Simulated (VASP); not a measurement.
Calculation: PBE GGA, VASP's PBE PAW potentials (set 64) (plane waves; VASP).

The input files of a VASP run:

**POSCAR**
```
ZnS
1
    0.0000000000     2.7050000000     2.7050000000
    2.7050000000     0.0000000000     2.7050000000
    2.7050000000     2.7050000000     0.0000000000
Zn S
1 1
Direct
  0.0000000000   0.0000000000   0.0000000000
  0.2500000000   0.2500000000   0.2500000000
```

INCAR:
```
SYSTEM = ZnS
PREC = Accurate
ENCUT = 400
EDIFF = 1E-6
NELM = 100
ALGO = Normal
LREAL = .FALSE.
LASPH = .TRUE.
ISMEAR = 0
SIGMA = 0.05
GGA = PE
LMAXMIX = 4
LWAVE = .FALSE.
LCHARG = .FALSE.
ISIF = 2
```

**KPOINTS**
```
Automatic mesh
0
Gamma
4 4 4
0 0 0
```

POTCAR, in this order: Zn S (PBE.64 set). Program: vasp_std.

The run wrote:

### OSZICAR
```
       N       E                     dE             d eps       ncg     rms          rms(c)
DAV:   1     0.824232313670E+02    0.82423E+02   -0.81312E+03   208   0.139E+03
DAV:   2    -0.186278026173E+01   -0.84286E+02   -0.80144E+02   243   0.255E+02
DAV:   3    -0.717857812086E+01   -0.53158E+01   -0.52972E+01   243   0.693E+01
DAV:   4    -0.724185771871E+01   -0.63280E-01   -0.63267E-01   243   0.785E+00
DAV:   5    -0.724285965422E+01   -0.10019E-02   -0.10019E-02   223   0.100E+00    0.699E+00
DAV:   6    -0.681908383377E+01    0.42378E+00   -0.99278E-01   317   0.364E+01    0.542E+00
DAV:   7    -0.680004951521E+01    0.19034E-01   -0.33081E-01   228   0.563E+00    0.274E+00
DAV:   8    -0.679982001091E+01    0.22950E-03   -0.54141E-03   233   0.798E-01    0.794E-01
DAV:   9    -0.680017199117E+01   -0.35198E-03   -0.13303E-03   223   0.335E-01    0.112E-01
DAV:  10    -0.680033799992E+01   -0.16601E-03   -0.14812E-04   223   0.120E-01    0.496E-02
DAV:  11    -0.680035094552E+01   -0.12946E-04   -0.21693E-05   223   0.581E-02    0.461E-03
DAV:  12    -0.680035198017E+01   -0.10347E-05   -0.35216E-06   228   0.216E-02    0.376E-03
DAV:  13    -0.680035173112E+01    0.24905E-06   -0.50148E-07   159   0.131E-02
   1 F= -.68003517E+01 E0= -.68003517E+01  d E =-.105898E-12
```

File OUTCAR:
```
------------------------ aborting loop because EDIFF is reached ----------------------------------------
  FORCE on cell =-STRESS in cart. coord.  units (eV):
  Direction    XX          YY          ZZ          XY          YZ          ZX
  --------------------------------------------------------------------------------------
  Total        0.3850990      0.3850990      0.3850990      0.0000000      0.0000000      0.0000000
  in kB       15.5865925     15.5865925     15.5865925      0.0000000      0.0000000      0.0000000
  external PRESSURE =      15.5865925 kB  Pullay stress =       0.0000000 kB
  volume of cell :       39.59
      direct lattice vectors                 reciprocal lattice vectors
     0.000000000  2.705000000  2.705000000    -0.184842884  0.184842884  0.184842884
     2.705000000  0.000000000  2.705000000     0.184842884 -0.184842884  0.184842884
     2.705000000  2.705000000  0.000000000     0.184842884  0.184842884 -0.184842884
  FREE ENERGIE OF THE ION-ELECTRON SYSTEM (eV)
  ---------------------------------------------------
  free  energy   TOTEN  =        -6.8003517311 eV

  energy  without entropy=       -6.8003517311  energy(sigma->0) =       -6.80035173
```
(Selected blocks of OUTCAR.)

The compound is ZnS in the zinc blende structure. The cell was not relaxed at this level. The k-mesh is coarse (spacing up to 0.50 per Å, 2π included), so the numbers may not be converged in it. The run is one of a series of settings (KPOINTS 4×4×4 Γ-centred mesh against the base run), some of them coarse on purpose.
